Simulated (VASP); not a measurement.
## GeB2C2: relaxation of cell and atoms with PBE

The system is GeB2C2.

```xyz
10
Lattice="0.0000 4.0074 4.0074 4.0074 0.0000 4.0074 4.0074 4.0074 0.0000" Properties=species:S:1:pos:R:3 pbc="T T T"
Ge    0.0000    0.0000    0.0000
Ge    2.0037    2.0037    2.0037
B     5.0093    5.0093    5.0093
B     3.0056    3.0056    5.0093
B     3.0056    5.0093    3.0056
B     5.0093    3.0056    3.0056
C     1.0019    1.0019    1.0019
C     3.0056    3.0056    1.0019
C     3.0056    1.0019    3.0056
C     1.0019    3.0056    3.0056
```

The cell was built by a generator and needn't be a form met in nature.

```yaml
Program: VASP 6.6.1
Task: relaxation of cell and atoms
Functional: PBE
Potentials_or_basis: VASP PAW PBE potentials, release 64 (Ge_d, B, C)
Cutoff: 520 eV
k_mesh: 4 × 4 × 4
Occupations: gaussian, width 0.15 eV
Spin: no spin polarisation
Further_INCAR_settings: PREC = Normal; LREAL = Auto; ALGO = Fast; EDIFF = 0.0001; IBRION = 2; EDIFFG = -0.08; NSW = 24; ISIF = 3
```

```yaml
Relaxed_volume: 14.84 Å³/atom
Relaxed_cell: a = 5.943 Å, b = 5.943 Å, c = 5.943 Å, α = 60.00°, β = 60.00°, γ = 60.00°
Space_group_after_relaxing_to_0.05_Å: Fd-3m (No. 227)
Energy_gained_by_relaxing: 96.4 meV/atom
Ionic_steps: 3
Pressure_after_relaxing: -0.6 GPa
Band_gap_on_the_k_mesh: 0.17 eV, indirect (least direct gap 0.30 eV)
```

Step by step:
```tsv
step	energy change (eV)	largest force (eV/Å)	pressure (GPa)	volume (Å³)
1	0.0000	0.0000	17.52	128.71
2	-0.8388	0.0000	-4.12	156.75
3	-0.9636	0.0000	-0.62	148.43
```

Final structure:
```cif
data_structure
_symmetry_space_group_name_H-M 'P 1'
_symmetry_Int_Tables_number 1
_cell_length_a 5.9431
_cell_length_b 5.9431
_cell_length_c 5.9431
_cell_angle_alpha 60.000
_cell_angle_beta 60.000
_cell_angle_gamma 60.000
_cell_volume 148.43
loop_
_atom_site_label
_atom_site_type_symbol
_atom_site_fract_x
_atom_site_fract_y
_atom_site_fract_z
_atom_site_occupancy
Ge1 Ge 0.00000 0.00000 0.00000 1
Ge2 Ge 0.25000 0.25000 0.25000 1
B1 B 0.62500 0.62500 0.62500 1
B2 B 0.62500 0.62500 0.12500 1
B3 B 0.62500 0.12500 0.62500 1
B4 B 0.12500 0.62500 0.62500 1
C1 C 0.12500 0.12500 0.12500 1
C2 C 0.12500 0.12500 0.62500 1
C3 C 0.12500 0.62500 0.12500 1
C4 C 0.62500 0.12500 0.12500 1
```

Levels at points of the mesh, in eV from the valence-band top:
| k point | band 25 | band 26 | band 27 | band 28 | band 29 | band 30 | band 31 | band 32 |
| --- | --- | --- | --- | --- | --- | --- | --- | --- |
| (0.00, 0.00, 0.00) | -1.89 | -0.92 | -0.92 | -0.92 | 1.23 | 1.23 | 1.23 | 2.80 |
| (0.50, 0.00, 0.00) | -0.67 | -0.52 | -0.18 | -0.18 | 0.60 | 0.60 | 1.40 | 2.13 |
| (0.50, 0.50, 0.00) | -0.59 | -0.59 | -0.31 | -0.31 | 0.17 | 0.17 | 0.93 | 0.93 |

It took 78 s on 1 thread of AMD EPYC 7R13 Processor (Zen 3), on a shared host, peak memory 0.17 GiB.

Caveat: the volume moved by over 15 % at a fixed basis, so the end points are rough; the relaxation stopped at a loose force limit of 0.08 eV/Å, so its end isn't a converged minimum. A hybrid or GW would open this gap; PBE tends to underestimate it.
